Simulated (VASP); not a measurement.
Here is the system:

```xyz
3
Lattice="0.0000 3.2700 3.2700 3.2700 0.0000 3.2700 3.2700 3.2700 0.0000" Properties=species:S:1:pos:R:3 pbc="T T T"
Na     1.6350     1.6350     1.6350
Na     4.9050     4.9050     4.9050
S      0.0000     0.0000     0.0000
```

Method: LDA (Ceperley-Alder, Perdew-Zunger), VASP's LDA PAW potentials (set 64) (plane waves; VASP). Run with 300 eV cut-off, 9×9×9 Γ-centred mesh, Fermi-Dirac smearing of 0.020 eV, potentials Na_pv S.

At this cut-off the stress carries a Pulay error, which pulls relaxed volumes low.

Q: Give the stress tensor in GPa (positive for a compressed cell).

A: 
```
-2.18   0.00   0.00
 0.00  -2.18   0.00
 0.00   0.00  -2.18
```
The pressure is its mean diagonal, -2.18 GPa.

The structure is a typed Na2S crystal. The cell was not relaxed at this level.
